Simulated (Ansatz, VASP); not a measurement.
# Cross-check of C4S5O between VASP and Ansatz, part 2 of 3

One calculation is typed for both programs; each brings its own data sets. How far apart do they land? The cell is taken from a series of runs on this material, whose earlier steps may have relaxed, scaled, displaced or heated it; both programs get it as it stands.

VASP 6.6.1 and Ansatz 0.2.0.

So far. Step 2 (VASP: single point, PBE): The run ends at a pressure of 0.99 GPa, with forces up to 0.62 eV/Å.

## (3) Ansatz: single point, PBE

Level of this step: Ansatz beside VASP: Kohn-Sham DFT, plane waves, PBE (Ansatz).

Ansatz runs on its PAW soft_1 files.

The same cell, functional, mesh and smearing now go to Ansatz, which takes its cutoff from its data sets.

Input file input.yaml:

```yaml
crystal:
  lattice:
    - [3.9638, 0.0, 0.0]
    - [0.0, 11.0211, 0.0]
    - [-2.2503537532, 0.0, 8.5408209769]
  atoms:
    - { symbol: C, position: [0.9954444397, 0.1796739709, 0.3639247569] }
    - { symbol: C, position: [0.9954444397, 0.8203260291, 0.8639247569] }
    - { symbol: C, position: [0.4303161322, 0.201707041, 0.6372972353] }
    - { symbol: C, position: [0.4303161322, 0.798292959, 0.1372972353] }
    - { symbol: C, position: [0.7934383888, 0.3409955639, 0.8579692616] }
    - { symbol: C, position: [0.7934383888, 0.6590044361, 0.3579692616] }
    - { symbol: C, position: [0.3676703384, 0.3173331213, 0.5811982461] }
    - { symbol: C, position: [0.3676703384, 0.6826668787, 0.0811982461] }
    - { symbol: S, position: [0.7175656305, 0.1290236316, 0.2041229421] }
    - { symbol: S, position: [0.7175656305, 0.8709763684, 0.7041229421] }
    - { symbol: S, position: [0.2162793335, 0.0863359043, 0.5167550488] }
    - { symbol: S, position: [0.2162793335, 0.9136640957, 0.0167550488] }
    - { symbol: S, position: [0.7019628428, 0.181898402, 0.8234195846] }
    - { symbol: S, position: [0.7019628428, 0.818101598, 0.3234195846] }
    - { symbol: S, position: [0.0945683707, 0.3332646569, 0.3947420537] }
    - { symbol: S, position: [0.0945683707, 0.6667353431, 0.8947420537] }
    - { symbol: S, position: [0.5678526524, 0.4359530879, 0.6984529155] }
    - { symbol: S, position: [0.5678526524, 0.5640469121, 0.1984529155] }
    - { symbol: O, position: [-0.010268129, 0.3802644671, 0.9759479553] }
    - { symbol: O, position: [-0.010268129, 0.6197355329, 0.4759479553] }
kpoints:
  mp_grid: { grid: [6, 2, 4] }
  band_path:
    path:
      - [0.0, 0.0, 0.0]
      - [0.0, 0.5, 0.0]
      - [0.0, 0.5, 0.5]
      - [0.0, 0.0, 0.5]
      - [0.0, 0.0, 0.0]
      - [-0.5, 0.0, 0.5]
      - [-0.5, 0.5, 0.5]
      - [0.0, 0.5, 0.0]
      - [-0.5, 0.5, 0.0]
      - [-0.5, 0.0, 0.0]
      - [0.0, 0.0, 0.0]
    npoints: 10
hamiltonian:
  xc: pbe
  pseudopotentials: { kind: paw, azcp: { folder: soft_1 } }
scf:
  occupations: { method: fermi_dirac, width: 0.02 }
  n_extra_bands: 10
output:
  eigenvalues: true
  forces: true
  stress: true
  write_density: true
  write_potential: true
  elf: true
  volumetric_format: npy
```

The run is started by

```
$ ansatz run input.yaml --threads 2 --pin off --max-ram 92160MiB --backend cuda --events-out ev --progress --plain --runs-dir out --devices 1 --max-vram 13GiB
```

Numbers of over 12 decimals in the logs are rounded to 6 here.

The program printed:

```text
scf.n_extra_bands = 10 over 52 filled bands (N_el = 104.0): the run solves 62 bands
GPUs: using 1 of 1 available (devices: 1).
Engine: ansatz 0.2.0, x86_64-unknown-linux-gnu
Pseudopotentials: kind: paw
Pseudopotential: C, paw, valence charge 4, recommended cutoff 420 eV (normal), soft_1/C.paw.azcp
Pseudopotential: S, paw, valence charge 6, recommended cutoff 420 eV (normal), soft_1/S.paw.azcp
Pseudopotential: O, paw, valence charge 6, recommended cutoff 420 eV (normal), soft_1/O.paw.azcp
Functional definition: PBE
  parameter kappa = 0.804
  parameter beta = 0.066725
  exchange = pbe_x(kappa = kappa, mu = beta*pi^2/3)
  correlation = pbe_c(beta = beta)
device memory: the entry about to start is reckoned to put 4.5 GiB on a device that reports 63.1 GiB free (of which the cap on the GPU budget leaves the run 13.0 GiB)
GPU FFT provider: cuFFT
GPU libraries: cuBLAS 13.8.2, cuFFT 12.4.0, cuSOLVER 12.3.4
Crystal: 20 atoms, lattice volume = 373.109 Å³
Basis set: ecut = 420 eV, 7335 PW (Γ), exchange–correlation on 54×150×120 points (8 copies of the dense FFT grid, shifted against one another)
Bands: 62, of which v1, the nominal top of the filled ones, is band 52 counted from 1 (51 counted from 0)
Symmetry: 2 space group operations
Space group: Pc (ITA 7), of the structure as read, at distance tolerance 7.2e-5 Å
k-points: 28 of 48 (time reversal used)
Non-local potential: C, projectors of the file, l = 0: 2, l = 1: 2, l = 2: 1
Non-local potential: S, projectors of the file, l = 0: 2, l = 1: 2, l = 2: 1
Non-local potential: O, projectors of the file, l = 0: 2, l = 1: 2, l = 2: 1
PAW form: soft (Blöchl's): semilocal exchange-correlation on the pseudo side does not see the compensation charge
PAW one-centre angular grid: C, 110 points (default); XC on 64 Gauss nodes
PAW one-centre angular grid: S, 110 points (default); XC on 64 Gauss nodes
PAW one-centre angular grid: O, 110 points (default); XC on 64 Gauss nodes
Initial density: superposition of atomic densities (chi_scale 0.1, normalization cell, long waves kept (reshape's long-wave potential 0.98 eV rms))
Initial wavefunctions: pseudopotential atomic-orbital guess
GPU buffer pool allocated for 121500 grid points (all kernels)
GPU transforms: local potential and band sums: pruned to the plane-wave sphere, on 27×75×60
Functional: x = pbe(κ = 0.804, μ = 0.219515), c = pbe(β = 0.066725)
SCF iter   1: F=—  HF=-12165.161881 eV  |F-HF|=—  |Δ(HF+E_count)|=         —  Δρ=7.73e-2  dr2=4.24e1  ethr=3.10e-3  ⟨swp⟩=7.2  Hψ=8960  notcnv=0  defer=2
preconditioner: auto → Resta (q_TF=auto, 2.205 Å⁻¹)  ε∞=4.7  [insulator: Δε(μ)=0.975 eV  Ē_g=9.771 eV  σ=0.020 eV  W_gap=1.00  n_scr=62 (ndim 8)  ℏωp=18.8 eV  f_vac=0.025  D(μ)=0.00/eV (n_scr^D=0)  ε∞_Penn≈4.7]
SCF iter   2: F=—  HF=-12156.815957 eV  |F-HF|=—  |Δ(HF+E_count)|=    8.35e0  Δρ=3.47e-2  dr2=3.48e0  ethr=3.10e-3  ⟨swp⟩=4.9  Hψ=4861  notcnv=0  defer=88
SCF iter   3: F=—  HF=-12156.086146 eV  |F-HF|=—  |Δ(HF+E_count)|=   7.30e-1  Δρ=1.64e-2  dr2=9.62e-1  ethr=3.10e-3  ⟨swp⟩=3.0  Hψ=3708  notcnv=0  defer=88
SCF iter   4: F=—  HF=-12155.941102 eV  |F-HF|=—  |Δ(HF+E_count)|=   1.45e-1  Δρ=8.11e-3  dr2=2.20e-1  ethr=9.25e-4  ⟨swp⟩=4.4  Hψ=3588  notcnv=0  defer=88
SCF iter   5: F=—  HF=-12155.911711 eV  |F-HF|=—  |Δ(HF+E_count)|=   2.94e-2  Δρ=1.96e-3  dr2=1.67e-2  ethr=2.12e-4  ⟨swp⟩=3.1  Hψ=3787  notcnv=0  defer=92
SCF iter   6: F=—  HF=-12155.919993 eV  |F-HF|=—  |Δ(HF+E_count)|=   8.28e-3  Δρ=9.30e-4  dr2=4.78e-3  ethr=1.61e-5  ⟨swp⟩=3.5  Hψ=3006  notcnv=0  defer=92
SCF iter   7: F=—  HF=-12155.920860 eV  |F-HF|=—  |Δ(HF+E_count)|=   8.67e-4  Δρ=2.62e-4  dr2=3.56e-4  ethr=4.60e-6  ⟨swp⟩=2.2  Hψ=2995  notcnv=0  defer=92
SCF iter   8: F=—  HF=-12155.921389 eV  |F-HF|=—  |Δ(HF+E_count)|=   5.30e-4  Δρ=1.47e-4  dr2=1.14e-4  ethr=3.42e-7  ⟨swp⟩=2.0  Hψ=3100  notcnv=0  defer=92
SCF iter   9: F=—  HF=-12155.921296 eV  |F-HF|=—  |Δ(HF+E_count)|=   9.28e-5  Δρ=4.29e-5  dr2=9.36e-6  ethr=1.10e-7  ⟨swp⟩=2.0  Hψ=2876  notcnv=0  defer=92
SCF iter  10: F=—  HF=-12155.921323 eV  |F-HF|=—  |Δ(HF+E_count)|=   2.64e-5  Δρ=1.69e-5  dr2=1.54e-6  ethr=9.00e-9  ⟨swp⟩=2.0  Hψ=3079  notcnv=0  defer=92
SCF iter  11: F=—  HF=-12155.921324 eV  |F-HF|=—  |Δ(HF+E_count)|=   1.09e-6  Δρ=7.13e-6  dr2=3.19e-7  ethr=1.48e-9  ⟨swp⟩=2.0  Hψ=2982  notcnv=0  defer=92
SCF iter  12: F=-12155.921324 eV  HF=-12155.921324 eV  |F-HF|=2.17e-8  |Δ(HF+E_count)|=   1.39e-7  Δρ=2.64e-6  dr2=2.68e-8  ethr=9.62e-11  ⟨swp⟩=22.7  Hψ=18588  notcnv=0
SCF 1 converged in 12 iterations: F = -12155.921324 eV  dr2 = 2.68e-8
  greatest PAW one-centre occupation: 0.878 electrons in one spin orbital (limit 2), on the O atom at site 19 (counted from 0), in its partial waves of l = 0
device memory: the entry about to start is reckoned to put 3.7 GiB on a device that reports 61.4 GiB free (of which the cap on the GPU budget leaves the run 13.0 GiB)
NSCF: frozen V_eff on 101 k-points
SCF converged after 12 iterations
Free energy (F): -12155.921324 eV
Harris-Foulkes:  -12155.921324 eV  (|F-HF|=2.17e-8)
Internal energy: -12155.921324 eV  (E = F + TS)
E sigma→0 (E₀):  -12155.921324 eV
Fermi energy:    4.241909 eV
--- Per-component energies (eV) ---
  E_band       = -452.432786
  E_kinetic    = 2081.224281
  E_local      = -4786.605451  (includes V_loc(G=0)·N_el)
  E_nonlocal   = 641.684325
  E_hartree    = 1655.679939
  E_xc         = -1395.678773
  E_vxc        = -1455.479371  (∫ρ·V_xc dr)
  E_paw        = -7210.051801  (= ΣΔE_a)
  E_vpaw       = -244.616223  (= ΣTr[D̂ρ^β])
  E_aug_tail   = 0.001685  (compensation charges beyond the density's cutoff)
  E_ewald      = -3142.175527
  E_smearing   = -0.000000  (= −TS)
  E_closure    = -0.000000  (closes the sum)
  Σ components = -12155.921324   (vs F -12155.921324, Δ=0.00e0)
--- Forces (eV/Å), atoms counted from 1 ---
  atom   1  C     -0.00277676    -0.00884906     0.00054576
  atom   2  C     -0.00277676     0.00884906     0.00054576
  atom   3  C      0.01071837    -0.00752562     0.00452391
  atom   4  C      0.01071837     0.00752562     0.00452391
  atom   5  C     -0.00005834    -0.00743623    -0.01150866
  atom   6  C     -0.00005834     0.00743623    -0.01150866
  atom   7  C      0.00192666     0.00279084    -0.00871260
  atom   8  C      0.00192666    -0.00279084    -0.00871260
  atom   9  S     -0.00063703    -0.00197028    -0.00122794
  atom  10  S     -0.00063703     0.00197028    -0.00122794
  atom  11  S     -0.00086356    -0.00843655    -0.00449189
  atom  12  S     -0.00086356     0.00843655    -0.00449189
  atom  13  S     -0.01271305    -0.00077967    -0.00325794
  atom  14  S     -0.01271305     0.00077967    -0.00325794
  atom  15  S      0.00082031     0.00538844     0.00905125
  atom  16  S      0.00082031    -0.00538844     0.00905125
  atom  17  S      0.00666498     0.00998707     0.01288234
  atom  18  S      0.00666498    -0.00998707     0.01288234
  atom  19  O     -0.00307520     0.00805159     0.00218515
  atom  20  O     -0.00307520    -0.00805159     0.00218515
  max |Σ_I F_I| component: 2.13e-5 eV/Å
--- Stress (GPa, compression-positive) ---
        1.489145       0.000000      -0.039431
        0.000000       1.183153       0.000000
       -0.039432       0.000000       1.382742
  P = ⅓ Tr σ = 1.3517 GPa (13.517 kbar)
--- Band table (eV; the first three rows and the last of 28) ---
  k-point 0: bands = [... 48 lower, 2.5714, 2.9670, 3.0412, 3.0872, 5.6178, 5.6636, 6.3067, 6.3897, ... 6 higher]
  k-point 1: bands = [... 48 lower, 2.6716, 2.9479, 3.1131, 3.1454, 5.6219, 5.6747, 6.3097, 6.3288, ... 6 higher]
  k-point 2: bands = [... 48 lower, 2.8485, 2.8485, 3.1818, 3.1818, 5.6629, 5.6629, 6.2919, 6.2919, ... 6 higher]
  k-point 27: bands = [... 48 lower, 2.7837, 2.7837, 3.2329, 3.2329, 5.4066, 5.4066, 6.1304, 6.1304, ... 6 higher]
```

The column dr2 measures how far the density is from self-consistency, as an energy; F and HF (Harris–Foulkes) agree once it is small.

## (4) Side by side

Known differences besides the potentials themselves: the cutoff is 420 eV in Ansatz and 600 eV in VASP. Total energies have different zeros and are not compared.

Compared:

```
              quantity  Ansatz   VASP  difference
        pressure (GPa)    1.35   0.99       +0.36
gap on the k mesh (eV)   1.582  1.590      -0.008
```

Forces on 7 of the 20 atoms, those with the largest forces and the largest differences (eV/Å; atoms numbered as in POSCAR):

```
atom          Ansatz x, y, z            VASP x, y, z
  C5   0.000, -0.007, -0.012  -0.256, -0.225, -0.517
  C6    0.000, 0.007, -0.012   -0.256, 0.225, -0.517
  S9  -0.001, -0.002, -0.001     0.067, 0.049, 0.126
 S10   -0.001, 0.002, -0.001    0.067, -0.049, 0.126
 S16    0.001, -0.005, 0.009     0.024, 0.102, 0.090
 O19    -0.003, 0.008, 0.002     0.224, 0.203, 0.448
 O20   -0.003, -0.008, 0.002    0.224, -0.203, 0.448
```

The forces differ by 162 meV/Å r.m.s., where the r.m.s. force is 0.007 eV/Å in Ansatz and 0.164 eV/Å in VASP: the atoms lie near their places of rest in Ansatz, so a percentage would say little (all taken over all components). A gap on the mesh is an upper bound, since the band edges may lie between its points.

## (5) VASP: single point, LDA

A single point takes one fixed geometry, so differences don't come from the geometry; what else differs is listed under the comparison.

Input file INCAR:

```
SYSTEM = C4S5O
PREC = Accurate
ENCUT = 600
EDIFF = 1E-06
NELM = 120
ISMEAR = 0
SIGMA = 0.01
LREAL = .FALSE.
ALGO = Normal
GGA = PW92
NBANDS = 72
LORBIT = 11
LWAVE = .FALSE.
LCHARG = .FALSE.
ISIF = 2
LASPH = .TRUE.
GGA_COMPAT = .FALSE.
EFERMI = MIDGAP
KPAR = 4
```

Input file POSCAR:

```
C4S5O
1.0
    3.9638000000      0.0000000000      0.0000000000
    0.0000000000     11.0211000000      0.0000000000
   -2.2503537532      0.0000000000      8.5408209769
C S O
8 10 2
Direct
    0.9954444397      0.1796739709      0.3639247569
    0.9954444397      0.8203260291      0.8639247569
    0.4303161322      0.2017070410      0.6372972353
    0.4303161322      0.7982929590      0.1372972353
    0.7934383888      0.3409955639      0.8579692616
    0.7934383888      0.6590044361      0.3579692616
    0.3676703384      0.3173331213      0.5811982461
    0.3676703384      0.6826668787      0.0811982461
    0.7175656305      0.1290236316      0.2041229421
    0.7175656305      0.8709763684      0.7041229421
    0.2162793335      0.0863359043      0.5167550488
    0.2162793335      0.9136640957      0.0167550488
    0.7019628428      0.1818984020      0.8234195846
    0.7019628428      0.8181015980      0.3234195846
    0.0945683707      0.3332646569      0.3947420537
    0.0945683707      0.6667353431      0.8947420537
    0.5678526524      0.4359530879      0.6984529155
    0.5678526524      0.5640469121      0.1984529155
    0.9897318710      0.3802644671      0.9759479553
    0.9897318710      0.6197355329      0.4759479553
```

Input file KPOINTS:

```
Automatic mesh
0
Gamma
6 2 4
0 0 0
```

Potentials, in the order of the species: C, S and O (LDA family, release 64).

The run is started by

```
$ mpirun -np 4 vasp_std
```

The program printed:

```text
[banner, memory and clock lines left out]
running    4 mpi-ranks, on    1 nodes
[...]
[... a notice as in an earlier step ...]

|                                                                             |
|               ----> ADVICE to this user running VASP <----                  |
|                                                                             |
|     You enforced a specific xc type in the INCAR file but a different       |
|     [... a line on the potential file left out ...]
|     I HOPE YOU KNOW WHAT YOU ARE DOING!                                     |
|                                                                             |

 LDA part: xc-table for (Slater(with rela. corr.)+PW92), standard interpolation
 POSCAR, INCAR and KPOINTS ok, starting setup
[...]
entering main loop
       N       E                     dE             d eps       ncg     rms          rms(c)
DAV:   1     0.629333288720E+03    0.62933E+03   -0.50703E+04  4032   0.141E+03
DAV:   2    -0.802540511902E+02   -0.70959E+03   -0.68353E+03  5048   0.266E+02
DAV:   3    -0.143961230125E+03   -0.63707E+02   -0.62865E+02  4824   0.834E+01
DAV:   4    -0.145596478890E+03   -0.16352E+01   -0.16237E+01  5264   0.146E+01
[...]
DAV:  13    -0.136503613346E+03    0.81991E-05   -0.86721E-05  4984   0.333E-02    0.201E-02
DAV:  14    -0.136503614300E+03   -0.95361E-06   -0.11093E-05  4872   0.132E-02    0.941E-03
DAV:  15    -0.136503614455E+03   -0.15501E-06   -0.15391E-06  2976   0.538E-03
   1 F= -.13650361E+03 E0= -.13650361E+03  d E =0.000000E+00
```

OUTCAR, selected parts (step 5):

```text
  Total       -4.3578366    -10.0372514    -10.0089667      0.0000000      0.0000000     -3.2292563
  in kB      -18.7130781    -43.1011730    -42.9797150      0.0000000      0.0000000    -13.8668176
  external PRESSURE =     -34.9313220 kB  Pullay stress =       0.0000000 kB

 POSITION                                       TOTAL-FORCE (eV/Angst)
 -----------------------------------------------------------------------------------
      3.12678      1.98020      3.10822        -0.018745     -0.014927     -0.014820
      2.00161      9.04090      7.37863        -0.018745      0.014927     -0.014820
      0.27154      2.22303      5.44304         0.002824     -0.006544      0.011495
      1.39672      8.79807      1.17263         0.002824      0.006544      0.011495
      1.21430      3.75815      7.32776        -0.107456     -0.099319     -0.268086
      2.33947      7.26295      3.05735        -0.107456      0.099319     -0.268086
      0.14947      3.49736      4.96391         0.008486      0.008471     -0.001814
      1.27465      7.52374      0.69350         0.008486     -0.008471     -0.001814
      2.38494      1.42198      1.74338         0.217587      0.107035      0.415259
      1.25976      9.59912      6.01379         0.217587     -0.107035      0.415259
     -0.30559      0.95152      4.41351         0.030075      0.532805     -0.040892
      0.81958     10.06958      0.14310         0.030075     -0.532805     -0.040892
      0.92945      2.00472      7.03268        -0.108939      0.390835     -0.338818
      2.05463      9.01638      2.76227        -0.108939     -0.390835     -0.338818
[...]
-----------------------------------------------------------------------------------
    total drift:                               -0.000686     -0.000000     -0.000780

  FREE ENERGIE OF THE ION-ELECTRON SYSTEM (eV)
  ---------------------------------------------------
  free  energy   TOTEN  =      -136.5036144550 eV

  energy  without entropy=     -136.5036144550  energy(sigma->0) =     -136.50361446

[... 2 parts as in an earlier step ...]

[... 1 further part left out ...]
[key lines of the parts left out:]
E-fermi :   2.8021
```

The run ends at a pressure of -3.49 GPa, with forces up to 0.55 eV/Å.

## (6) Ansatz: single point, LDA

The same cell, functional (in two slightly different forms) and mesh now go to Ansatz, which takes its cutoff from its data sets.

The cell is taken from a series of runs on this material, whose earlier steps may have relaxed, scaled, displaced or heated it; both programs get it as it stands.

input.yaml, as its differences from that of step 3:

```diff
@@ -34,15 +34,13 @@
       - [0.0, 0.0, 0.5]
-      - [0.0, 0.0, 0.0]
       - [-0.5, 0.0, 0.5]
       - [-0.5, 0.5, 0.5]
-      - [0.0, 0.5, 0.0]
       - [-0.5, 0.5, 0.0]
       - [-0.5, 0.0, 0.0]
-      - [0.0, 0.0, 0.0]
-    npoints: 10
+      - [-0.5, 0.25, 0.0]
+    npoints: 1
 hamiltonian:
-  xc: pbe
-  pseudopotentials: { kind: paw, azcp: { folder: soft_1 } }
+  xc: lda
+  pseudopotentials: { kind: paw, azcp: { folder: soft_1 }, xc_functional: pbe }
 scf:
-  occupations: { method: fermi_dirac, width: 0.02 }
+  occupations: { method: fixed }
   n_extra_bands: 10
@@ -52,5 +50 @@
   stress: true
-  write_density: true
-  write_potential: true
-  elf: true
-  volumetric_format: npy
```

The run is started by

```
$ ansatz run input.yaml --threads 2 --pin off --max-ram 92160MiB --backend cuda --events-out ev --progress --plain --runs-dir out --devices 1 --max-vram 13GiB
```

The program printed:

```text
[...]
GPUs: using 1 of 1 available (devices: 1).
[...]
GPU FFT provider: cuFFT
GPU libraries: cuBLAS 13.8.2, cuFFT 12.4.0, cuSOLVER 12.3.4
Crystal: 20 atoms, lattice volume = 373.109 Å³
Basis set: ecut = 420 eV, 7335 PW (Γ)
Bands: 62, of which v1, the nominal top of the filled ones, is band 52 counted from 1 (51 counted from 0)
Symmetry: 2 space group operations
[...]
k-point 0: bands = [... 48 lower, 2.3139, 2.7244, 2.7941, 2.8407, 5.3404, 5.3809, 5.9356, 6.0933, ... 6 higher]
  k-point 1: bands = [... 48 lower, 2.4224, 2.7081, 2.8668, 2.8992, 5.3431, 5.3962, 5.9601, 6.0146, ... 6 higher]
  k-point 2: bands = [... 48 lower, 2.6078, 2.6078, 2.9362, 2.9362, 5.3867, 5.3867, 5.9642, 5.9642, ... 6 higher]
  k-point 27: bands = [... 48 lower, 2.5343, 2.5343, 2.9917, 2.9917, 5.0966, 5.0966, 5.7964, 5.7964, ... 6 higher]
[key lines of the parts left out:]
SCF converged after 12 iterations
Free energy (F): -11741.619871 eV
Fermi energy:    3.207743 eV
P = ⅓ Tr σ = -3.1155 GPa (-31.155 kbar)
```

## (7) Side by side

What differs besides the data sets and the points named for the pairs above, as far as they apply: fixed occupations in Ansatz, narrow Gaussian smearing in VASP; VASP's log shows a relativistic correction to its local exchange, Ansatz's none. Total energies have different zeros and are not compared.

The two programs side by side:

```
              quantity  Ansatz   VASP  difference
        pressure (GPa)   -3.12  -3.49       +0.38
gap on the k mesh (eV)   1.489  1.498      -0.009
```

Forces on 9 of the 20 atoms, those with the largest forces and the largest differences (eV/Å; atoms numbered as in POSCAR):

```
atom          Ansatz x, y, z            VASP x, y, z
  C5     0.183, 0.147, 0.305  -0.107, -0.099, -0.268
  C6    0.183, -0.147, 0.305   -0.107, 0.099, -0.268
 S11    0.027, 0.387, -0.025    0.030, 0.533, -0.041
 S12   0.027, -0.387, -0.025   0.030, -0.533, -0.041
 S15    0.041, -0.297, 0.268    0.064, -0.413, 0.353
 S16     0.041, 0.297, 0.268     0.064, 0.413, 0.353
 S17    0.000, -0.401, 0.039   -0.012, -0.534, 0.036
 O19  -0.338, -0.225, -0.663  -0.076, -0.002, -0.151
 O20   -0.338, 0.225, -0.663   -0.076, 0.002, -0.151
```

The forces differ by 182 meV/Å r.m.s., which is 81.4 % of the r.m.s. force of 0.224 eV/Å (both taken over all components). A gap on the mesh is an upper bound, since the band edges may lie between its points.

(Part 2 of 3 ends here.)

[Lines on the potential files, build, host, timing and source positions are cut from VASP's logs without a mark.]

[Logs are printed without paths, hosts, clocks, repeated set-up lines and the standing remarks that a program may print on its own settings, such as how far it seeks lower states.]

[Hosts, paths, dates, database ids (printed as entryN), source tags and the programs' standing remarks are cut or masked in the printed files.]
